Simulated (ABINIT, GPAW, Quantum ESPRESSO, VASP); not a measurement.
# Code comparison for ScCl₃ (R-3, 8 atoms in the cell)

Self-consistent single point.

```
CELL_PARAMETERS angstrom
      3.20436     1.85004     6.08369
     -3.20436     1.85004     6.08369
      0.00000    -3.70008     6.08369
ATOMIC_POSITIONS crystal
  Sc 0.33332 0.33332 0.33332
  Sc 0.66668 0.66668 0.66668
  Cl 0.71815 0.43702 0.07745
  Cl 0.28185 0.56298 0.92255
  Cl 0.07745 0.71815 0.43702
  Cl 0.92255 0.28185 0.56298
  Cl 0.43702 0.07745 0.71815
  Cl 0.56298 0.92255 0.28185
```

All programs got the same cell, k-point mesh and kind of occupations (in GPAW's words: kpts = 4 4 4; mesh shift (steps) = 0 0 0; occupations.name = fermi-dirac; occupations.width = 0.02 eV); potentials, basis and cutoffs are each program's usual ones.

| code | model | pressure (GPa) | largest force (eV/Å) | gap on the mesh (eV) | cutoff |
|---|---|---|---|---|---|
| GPAW | PBEsol, GPAW PAW datasets PBEsol (made by gpaw-setup) | -1.18 | 0.219 | 3.729 | 800 eV |
| VASP | PBEsol, VASP's PBE PAW potentials (set 64) | -1.53 | 0.191 | 3.737 | 300 eV |
| Quantum ESPRESSO | PBEsol, PseudoDojo standard norm-conserving (PBESOL) pseudopotentials | -1.22 | 0.230 | 3.742 | 80 Ry |
| ABINIT | PBEsol, PAW (JTH v2.0 PBE PAW, files made for PBE) | -1.11 | 0.224 | 3.727 | 816 eV |

Gaps are read on the mesh.

The spread over the programs that give each value: pressure within 0.42 GPa; largest force within 0.039 eV/Å; gap on the mesh within 0.015 eV.

The starting cell comes from a database of computed structures (which also holds hypothetical and non-ambient phases and stackings), without a prior relaxation at this level.

Task: Why do the programs differ, and what cannot be compared?

Result: Differences of this kind can come from the potentials, where these differ, and from what each basis and cutoff leave unconverged. The zero of total energies and Fermi levels follows the potentials and each program's conventions, so they are not compared here.

VASP's run is marked for a possible Pulay error in its stress at this cutoff; no cutoff test was made.

Left out of this page: Ansatz, CP2K, FLEUR and SIESTA (not drawn, or without a comparable value).

Keys are those of Ansatz 0.2.
